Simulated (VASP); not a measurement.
VASP input:

### KPOINTS
```
Automatic mesh
0
Gamma
6 6 3
0 0 0
```

### INCAR
```
SYSTEM = CdSe
PREC = Accurate
ENCUT = 400
EDIFF = 1E-6
NELM = 100
ALGO = Normal
LREAL = .FALSE.
LASPH = .TRUE.
ISMEAR = 1
SIGMA = 0.8
GGA = PE
LMAXMIX = 4
LWAVE = .FALSE.
LCHARG = .FALSE.
ISIF = 2
```

File POSCAR:
```
CdSe
1
    2.1500000000    -3.7239090000     0.0000000000
    2.1500000000     3.7239090000     0.0000000000
    0.0000000000     0.0000000000     7.0100000000
Cd Se
2 2
Direct
  0.6666670000   0.3333330000   0.5000000000
  0.3333330000   0.6666670000   0.0000000000
  0.6666670000   0.3333330000   0.8760000000
  0.3333330000   0.6666670000   0.3760000000
```

POTCAR, in this order: Cd Se (PBE.64 set). Program: vasp_std.

The run wrote:

**standard output**
```
 POSCAR found type information on POSCAR CdSe
 POSCAR found :  2 types and       4 ions
 Reading from existing POTCAR
 Reading from existing POTCAR
 LDA part: xc-table for (Slater+PW92), standard interpolation
 POSCAR, INCAR and KPOINTS ok, starting setup
 WAVECAR not read
 entering main loop
       N       E                     dE             d eps       ncg     rms          rms(c)
DAV:   1     0.209180528967E+03    0.20918E+03   -0.15108E+04   624   0.120E+03
DAV:   2    -0.740915575158E+00   -0.20992E+03   -0.20651E+03   682   0.319E+02
DAV:   3    -0.115226906423E+02   -0.10782E+02   -0.10753E+02   742   0.730E+01
DAV:   4    -0.116101751407E+02   -0.87484E-01   -0.87417E-01   676   0.637E+00
DAV:   5    -0.116109673874E+02   -0.79225E-03   -0.79219E-03   748   0.554E-01    0.922E+00
DAV:   6    -0.108983732980E+02    0.71259E+00   -0.16169E+00   742   0.129E+01    0.712E+00
DAV:   7    -0.108662798372E+02    0.32093E-01   -0.63637E-01   706   0.444E+00    0.258E+00
DAV:   8    -0.108629096669E+02    0.33702E-02   -0.77584E-02   664   0.309E+00    0.405E-01
DAV:   9    -0.108628321601E+02    0.77507E-04   -0.10620E-02   712   0.134E+00    0.144E-01
DAV:  10    -0.108629255701E+02   -0.93410E-04   -0.11240E-03   706   0.420E-01    0.786E-02
DAV:  11    -0.108630262098E+02   -0.10064E-03   -0.22182E-04   664   0.994E-02    0.207E-02
DAV:  12    -0.108630198958E+02    0.63140E-05   -0.76359E-05   796   0.976E-02    0.962E-03
DAV:  13    -0.108630218290E+02   -0.19331E-05   -0.14307E-05   664   0.370E-02    0.483E-03
DAV:  14    -0.108630219826E+02   -0.15361E-06   -0.67160E-07   512   0.409E-03
   1 F= -.10863022E+02 E0= -.10909554E+02  d E =0.139596E+00
```

**OUTCAR**
```
------------------------ aborting loop because EDIFF is reached ----------------------------------------
  FORCE on cell =-STRESS in cart. coord.  units (eV):
  Direction    XX          YY          ZZ          XY          YZ          ZX
  --------------------------------------------------------------------------------------
  Total        1.8412605      1.8412603      1.9932957      0.0000000      0.0000000     -0.0000000
  in kB       26.2809038     26.2809005     28.4509511      0.0000000      0.0000000     -0.0000000
  external PRESSURE =      27.0042518 kB  Pullay stress =       0.0000000 kB
  volume of cell :      112.25
      direct lattice vectors                 reciprocal lattice vectors
     2.150000000 -3.723909000  0.000000000     0.232558140 -0.134267513  0.000000000
     2.150000000  3.723909000  0.000000000     0.232558140  0.134267513  0.000000000
     0.000000000  0.000000000  7.010000000     0.000000000  0.000000000  0.142653352
  FREE ENERGIE OF THE ION-ELECTRON SYSTEM (eV)
  ---------------------------------------------------
  free  energy   TOTEN  =       -10.8630219826 eV

  energy  without entropy=      -11.0026180711  energy(sigma->0) =      -10.90955401
```
(Selected blocks of OUTCAR.)

### Question
Read input and log: which fault does this run have?
A) IBRION is misspelt, so VASP ignores the line and takes its default
B) the lattice vectors carry noise near SYMPREC
C) SIGMA is far too large
D) the lattice vectors form a left-handed set

### Answer
C, SIGMA is far too large. The run ends without an error. Against the sound run, the energy per atom (σ→0) is nearly the same; the pressure falls by 0.24 GPa; the band gap rises by 0.01 eV.

To mend it, set ISMEAR = 0, set SIGMA = 0.05.

The mended run (PBE GGA, plane waves, VASP's PBE PAW potentials (set 64)) converges, and its OSZICAR ends with
```
   1 F= -.10910658E+02 E0= -.10910658E+02  d E =-.162841E-12
```

The compound is CdSe in the wurtzite structure. The cell was not relaxed at this level.
